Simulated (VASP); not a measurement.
# SO in VASP: a series of runs, part 2 of 3

VASP 6.6.1. The steps go on from the part before.

## 3. Hyperfine couplings, PBE, collinear spin, ferromagnetic start

The input, INCAR:

```
PREC     = Accurate       # precision mode
ENCUT    = 520            # plane-wave cutoff, eV
EDIFF    = 1E-8           # SCF threshold, eV
ISMEAR   = 0              # smearing method
SIGMA    = 0.01           # smearing width, eV
LREAL    = F              # projectors in reciprocal space
LASPH    = T              # aspherical terms in the spheres
NELM     = 80             # most SCF steps
ALGO     = Fast           # electronic algorithm
ISIF     = 2              # what is computed and relaxed
LWAVE    = F              # write WAVECAR
LCHARG   = F              # write CHGCAR
ISPIN    = 2              # spin polarisation
MAGMOM   = 1 1            # initial moments
LORBIT   = 11             # projections on sites
NUPDOWN  = 2              # fixed moment
GGA      = PE             # functional
LHYPERFINE= T            
LDMATRIX = T            
NGYROMAG = 3.2717 -5.7742
LEFG     = T            
QUAD_EFG = -67.8 -25.58 
ISYM     = 0            
NCORE    = 2
```

The input, KPOINTS:

```
Automatic mesh
0
Gamma
  1 1 1
```

The input, POSCAR:

```
SO                                      
1.0
    9.0000000000      0.0000000000      0.0000000000
    0.0000000000      9.5000000000      0.0000000000
    0.0000000000      0.0000000000     10.0000000000
  S               O             
     1     1
Direct
     0.5000000005913228    0.4999999998543916    0.4251675360031463
     0.4999999994086772    0.5000000001456084    0.5748324639968536
```

Potentials or basis: VASP PAW PBE potentials, release 64 (S, O).

On the command line:

```bash
cat potpaw_PBE.64/S/POTCAR potpaw_PBE.64/O/POTCAR > POTCAR
mpirun -np 4 vasp_std > vasp.out
```

OUTCAR:

```text
PREC = Accurate
   ENCUT = 520
   EDIFF = 1E-8
   ISMEAR = 0
   LREAL = F
   LASPH = T
   NELM = 80
   ISIF = 2
   ISPIN = 2
   LORBIT = 11
   NUPDOWN = 2
   GGA = PE
   ISYM = 0

 ion  position               nearest neighbor table
   1  0.500  0.500  0.425-   2 1.50
   2  0.500  0.500  0.575-   1 1.50

IMPORTANT INFORMATION: All symmetrisations will be switched off!
NOSYMM: (Re-)initialisation of all symmetry stuff for point group C_1.

----------------------------------------------------------------------------------------

                                     Primitive cell

  volume of cell :     855.0000

  direct lattice vectors                    reciprocal lattice vectors
     9.000000000  0.000000000  0.000000000     0.111111111  0.000000000  0.000000000
     0.000000000  9.500000000  0.000000000     0.000000000  0.105263158  0.000000000
     0.000000000  0.000000000 10.000000000     0.000000000  0.000000000  0.100000000

  length of vectors
     9.000000000  9.500000000 10.000000000     0.111111111  0.105263158  0.100000000

  position of ions in fractional coordinates (direct lattice)
     0.500000001  0.500000000  0.425167536
     0.499999999  0.500000000  0.574832464

  ion indices of the primitive-cell ions
   primitive index   ion index
                 1           1
                 2           2

----------------------------------------------------------------------------------------

 KPOINTS: Automatic mesh
[... 189 lines left out ...]
 ion       V_xx      V_yy      V_zz     asymmetry (V_yy - V_xx)/ V_zz
----------------------------------------------------------------------
   1     -49.715   -49.635    99.349       0.001
   2     -33.539   -33.508    67.047       0.000
----------------------------------------------------------------------

           NMR quadrupolar parameters

 Cq : quadrupolar parameter    Cq=e*Q*V_zz/h
 eta: asymmetry parameters     (V_yy - V_xx)/ V_zz
 Q  : nuclear electric quadrupole moment in mb (millibarn)
----------------------------------------------------------------------
 ion       Cq(MHz)       eta       Q (mb)
----------------------------------------------------------------------
   1     -16.287       0.001     -67.800
   2      -4.147       0.000     -25.580
----------------------------------------------------------------------

 Fermi contact (isotropic) hyperfine coupling parameter (MHz)
 -------------------------------------------------------------
  ion      A_pw      A_1PS     A_1AE     A_1c      A_tot
 -------------------------------------------------------------
   1      -5.293    -4.237   -15.871    -9.325   -16.927
   2     -48.097   -48.098   -61.673    53.369   -61.672
 -------------------------------------------------------------

 Dipolar hyperfine coupling parameters (MHz)
 ---------------------------------------------------------------------
  ion      A_xx      A_yy      A_zz      A_xy      A_xz      A_yz
 ---------------------------------------------------------------------
   1      31.618    31.593   -63.212     0.000    -0.000    -0.000
   2     -31.686   -31.675    63.360    -0.000    -0.000    -0.000
 ---------------------------------------------------------------------

 Total hyperfine coupling parameters after diagonalization (MHz)
 (convention: |A_zz| > |A_xx| > |A_yy|)
 ----------------------------------------------------------------------
  ion      A_xx      A_yy      A_zz     asymmetry (A_yy - A_xx)/ A_zz
 ----------------------------------------------------------------------
   1      14.692    14.667   -80.139       0.000
   2     -93.347     1.688   -93.358      -1.018
 ---------------------------------------------------------------------

 Spin-spin contribution to zero-field splitting tensor (MHz)
 ---------------------------------------------------------------
      D_xx      D_yy      D_zz      D_xy      D_xz      D_yz
 ---------------------------------------------------------------
  -7830.361 -7799.143 15629.502     0.000    -0.000     0.000
 ---------------------------------------------------------------

 after diagonalization
 ---------------------------------------------
     D_diag          eigenvector (x,y,z)
 ---------------------------------------------
  -7799.143       0.000     1.000    -0.000
  -7830.361      -1.000     0.000    -0.000
  15629.502      -0.000     0.000     1.000
---------------------------------------------

 total charge

# of ion       s       p       d       tot
------------------------------------------
    1        1.378   2.229   0.000   3.606
    2        1.604   3.365   0.000   4.970
--------------------------------------------------
tot          2.982   5.594   0.000   8.576

 magnetization (x)

# of ion       s       p       d       tot
------------------------------------------
    1        0.017   0.663   0.000   0.679
    2        0.008   0.595   0.000   0.603
--------------------------------------------------
tot          0.024   1.258   0.000   1.282
```

stdout:

```text
POSCAR found type information on POSCAR S O
 POSCAR found :  2 types and       2 ions
 scaLAPACK will be used
 LDA part: xc-table for (Slater+PW92), standard interpolation
 POSCAR, INCAR and KPOINTS ok, starting setup
 FFT: planning ... GRIDC
 FFT: planning ... GRID_SOFT
 FFT: planning ... GRID
 WAVECAR not read
 entering main loop
ion   1

     0.0000369     0.0000003    -0.0000011   -72.6208948     0.0000016     0.0368226
     0.0000508     0.0000003    -0.0000011   -72.6207529     0.0000016     0.0368226
     0.0000700     0.0000003    -0.0000011   -72.6205170     0.0000016     0.0368225
     0.0000964     0.0000003    -0.0000011   -72.6201281     0.0000016     0.0368223

ion   2

     0.0000293     0.0000001    -0.0000002   -43.1183465     0.0000003     0.0090788
     0.0000403     0.0000001    -0.0000002   -43.1183379     0.0000003     0.0090788
     0.0000555     0.0000001    -0.0000002   -43.1183232     0.0000003     0.0090788
     0.0000765     0.0000001    -0.0000002   -43.1182985     0.0000003     0.0090788

 Jij: -4947.3413606 -4884.2560281  9831.6022168     0.0000123    -0.0001070     0.0000218
-Kij:  -800.2530437  -832.0804865  1632.3266800    -0.0000058    -0.0000202     0.0000072
 D1c: -2082.7676245 -2082.8066170  4165.5742414     0.0000002    -0.0000521     0.0000033
```

Wall time 61 s (4 MPI ranks of Intel Xeon 6975P-C (Granite Rapids), shared host); peak memory 0.42 GiB.

Results:

- Free energy: -9.1134 eV
- Largest force: 0.004 eV/Å
- Net moment: 2.00 μB per cell
- Site moments: S +0.68; O +0.60 μB
- Valence electrons inside the program's atomic spheres: S 3.61; O 4.97

Forces in eV/Å, atoms in the order of the input:
```
S    0.000  0.000  0.004
O    0.000  0.000 -0.004
```

Electric field gradients, principal values (V/Å²):
| atom | Vxx | Vyy | Vzz |
| --- | --- | --- | --- |
| 1 S | -49.635 | -49.715 | 99.349 |
| 2 O | -33.508 | -33.539 | 67.047 |

Hyperfine coupling, principal values (MHz):
| atom | values |
| --- | --- |
| 1 S | 14.7, 14.7, -80.1 |
| 2 O | -93.3, 1.7, -93.4 |

Caveat: the total moment is fixed, so each spin has its own Fermi level.

## 4. Hyperfine couplings, r2SCAN, collinear spin, ferromagnetic start

INCAR: that of step 3 with these lines changed.

```diff
@@ -8,3 +8,3 @@
 NELM     = 80             # most SCF steps
-ALGO     = Fast           # electronic algorithm
+ALGO     = Normal         # electronic algorithm
 ISIF     = 2              # what is computed and relaxed
@@ -16,3 +16,4 @@
 NUPDOWN  = 2              # fixed moment
-GGA      = PE             # functional
+METAGGA  = R2SCAN         # meta-GGA
+LMIXTAU  = T            
 LHYPERFINE= T
```

KPOINTS is that of step 3.

POSCAR: that of step 3 with these lines changed.

```diff
@@ -8,3 +8,3 @@
 Direct
-     0.5000000005913228    0.4999999998543916    0.4251675360031463
-     0.4999999994086772    0.5000000001456084    0.5748324639968536
+     0.5000000000000000    0.5000000000000000    0.4260000000000019
+     0.5000000000000000    0.5000000000000000    0.5739999999999981
```

Potentials or basis: VASP PAW PBE potentials, release 64 (S, O).

On the command line:

```bash
cat potpaw_PBE.64/S/POTCAR potpaw_PBE.64/O/POTCAR > POTCAR
mpirun -np 4 vasp_std > vasp.out
```

OUTCAR:

```text
PREC = Accurate
   ENCUT = 520
   EDIFF = 1E-8
   ISMEAR = 0
   LREAL = F
   LASPH = T
   NELM = 80
   ISIF = 2
   ISPIN = 2
   LORBIT = 11
   NUPDOWN = 2
   METAGGA = R2SCAN
   ISYM = 0

 ion  position               nearest neighbor table
   1  0.500  0.500  0.426-   2 1.48
   2  0.500  0.500  0.574-   1 1.48

IMPORTANT INFORMATION: All symmetrisations will be switched off!
NOSYMM: (Re-)initialisation of all symmetry stuff for point group C_1.

----------------------------------------------------------------------------------------

                                     Primitive cell

  volume of cell :     855.0000

  direct lattice vectors                    reciprocal lattice vectors
     9.000000000  0.000000000  0.000000000     0.111111111  0.000000000  0.000000000
     0.000000000  9.500000000  0.000000000     0.000000000  0.105263158  0.000000000
     0.000000000  0.000000000 10.000000000     0.000000000  0.000000000  0.100000000

  length of vectors
     9.000000000  9.500000000 10.000000000     0.111111111  0.105263158  0.100000000

  position of ions in fractional coordinates (direct lattice)
     0.500000000  0.500000000  0.426000000
     0.500000000  0.500000000  0.574000000

  ion indices of the primitive-cell ions
   primitive index   ion index
                 1           1
                 2           2

----------------------------------------------------------------------------------------

 KPOINTS: Automatic mesh

Automatic generation of k-mesh.
 Grid dimensions read from file:
 generate k-points for:    1    1    1

 Generating k-lattice:

  Cartesian coordinates                     Fractional coordinates (reciprocal lattice)
     0.111111111  0.000000000  0.000000000     1.000000000  0.000000000  0.000000000
     0.000000000  0.105263158  0.000000000     0.000000000  1.000000000  0.000000000
     0.000000000  0.000000000  0.100000000     0.000000000  0.000000000  1.000000000

  Length of vectors
     0.111111111  0.105263158  0.100000000

  Shift w.r.t. Gamma in fractional coordinates (k-lattice)
     0.000000000  0.000000000  0.000000000

 Subroutine IBZKPT returns following result:
 ===========================================

 Found      1 irreducible k-points:
[... 128 lines left out ...]
  -------------------------------------------------------------------------------------
  Total       -0.0324718     -0.0346611     -0.0678189      0.0000006      0.0000003     -0.0000006
  in kB       -0.0608487     -0.0649512     -0.1270853      0.0000012      0.0000005     -0.0000011
  external PRESSURE =      -0.0842950 kB  Pullay stress =       0.0000000 kB

 VOLUME and BASIS-vectors are now :
 -----------------------------------------------------------------------------
  energy-cutoff  :      520.00
  volume of cell :      855.00
      direct lattice vectors                 reciprocal lattice vectors
     9.000000000  0.000000000  0.000000000     0.111111111  0.000000000  0.000000000
     0.000000000  9.500000000  0.000000000     0.000000000  0.105263158  0.000000000
     0.000000000  0.000000000 10.000000000     0.000000000  0.000000000  0.100000000

 POSITION                                       TOTAL-FORCE (eV/Angst)
 -----------------------------------------------------------------------------------
      4.50000      4.75000      4.26000        -0.000001      0.000001      0.001853
      4.50000      4.75000      5.74000         0.000001     -0.000001     -0.001853
 -----------------------------------------------------------------------------------
    total drift:                                0.000002     -0.000005     -0.000276

  FREE ENERGIE OF THE ION-ELECTRON SYSTEM (eV)
  ---------------------------------------------------
  free  energy   TOTEN  =       -14.0781652556 eV

  energy  without entropy=      -14.0781652556  energy(sigma->0) =      -14.07816526

 Electric field gradients (V/A^2)
---------------------------------------------------------------------
 ion       V_xx      V_yy      V_zz      V_xy      V_xz      V_yz
---------------------------------------------------------------------
   1     -45.965   -45.950    91.915    -0.000     0.000    -0.000
   2     -31.375   -31.347    62.722     0.000     0.000     0.000
---------------------------------------------------------------------

 Electric field gradients after diagonalization (V/A^2)
 (convention: |V_zz| > |V_xx| > |V_yy|)
----------------------------------------------------------------------
 ion       V_xx      V_yy      V_zz     asymmetry (V_yy - V_xx)/ V_zz
----------------------------------------------------------------------
   1     -45.965   -45.950    91.915       0.000
   2     -31.375   -31.347    62.722       0.000
----------------------------------------------------------------------

           NMR quadrupolar parameters

 Cq : quadrupolar parameter    Cq=e*Q*V_zz/h
 eta: asymmetry parameters     (V_yy - V_xx)/ V_zz
 Q  : nuclear electric quadrupole moment in mb (millibarn)
----------------------------------------------------------------------
 ion       Cq(MHz)       eta       Q (mb)
----------------------------------------------------------------------
   1     -15.069       0.000     -67.800
   2      -3.880       0.000     -25.580
----------------------------------------------------------------------

 Fermi contact (isotropic) hyperfine coupling parameter (MHz)
 -------------------------------------------------------------
  ion      A_pw      A_1PS     A_1AE     A_1c      A_tot
 -------------------------------------------------------------
   1      -4.889    -4.096    12.974    -8.876    12.181
   2     -52.347   -52.331   -95.779    56.499   -95.794
 -------------------------------------------------------------

 Dipolar hyperfine coupling parameters (MHz)
 ---------------------------------------------------------------------
  ion      A_xx      A_yy      A_zz      A_xy      A_xz      A_yz
 ---------------------------------------------------------------------
   1      34.071    34.056   -68.127     0.000    -0.000    -0.000
   2     -31.756   -31.749    63.506    -0.000    -0.000    -0.000
 ---------------------------------------------------------------------

 Total hyperfine coupling parameters after diagonalization (MHz)
 (convention: |A_zz| > |A_xx| > |A_yy|)
 ----------------------------------------------------------------------
  ion      A_xx      A_yy      A_zz     asymmetry (A_yy - A_xx)/ A_zz
 ----------------------------------------------------------------------
   1      46.251    46.237   -55.947       0.000
   2    -127.543   -32.288  -127.550      -0.747
 ---------------------------------------------------------------------

 Spin-spin contribution to zero-field splitting tensor (MHz)
 ---------------------------------------------------------------
      D_xx      D_yy      D_zz      D_xy      D_xz      D_yz
 ---------------------------------------------------------------
  -8866.139 -8835.129 17701.265     0.000     0.000     0.000
 ---------------------------------------------------------------

 after diagonalization
 ---------------------------------------------
     D_diag          eigenvector (x,y,z)
 ---------------------------------------------
  -8835.129      -0.000    -1.000     0.000
  -8866.139       1.000    -0.000    -0.000
  17701.265       0.000     0.000     1.000
---------------------------------------------

 total charge

# of ion       s       p       d       tot
------------------------------------------
    1        1.367   2.247   0.000   3.614
    2        1.608   3.403   0.000   5.011
--------------------------------------------------
tot          2.975   5.650   0.000   8.625

 magnetization (x)

# of ion       s       p       d       tot
------------------------------------------
    1        0.025   0.661   0.000   0.686
    2        0.011   0.625   0.000   0.637
--------------------------------------------------
tot          0.036   1.286   0.000   1.323
```

It took 98 s on 4 MPI ranks of Intel Xeon 6975P-C (Granite Rapids), shared host; peak memory 0.45 GiB.

Results:

```yaml
Free_energy: -14.0782 eV
Net_moment: 2.00 μB per cell
Site_moments: S +0.69; O +0.64 μB
Valence_electrons_inside_the_program's_atomic_spheres: S 3.61; O 5.01
```

Electric field gradients, principal values (V/Å²):
```csv
atom,Vxx,Vyy,Vzz
1 S,-45.950,-45.965,91.915
2 O,-31.347,-31.375,62.722
```

Hyperfine coupling, principal values (MHz):
| atom | values |
| --- | --- |
| 1 S | 46.3, 46.2, -55.9 |
| 2 O | -127.5, -32.3, -127.5 |

Caveat: the PAW data sets were made with another functional, which shifts forces and pressure a little; the total moment is fixed, so each spin has its own Fermi level.

(Part 2 of 3 ends here.)
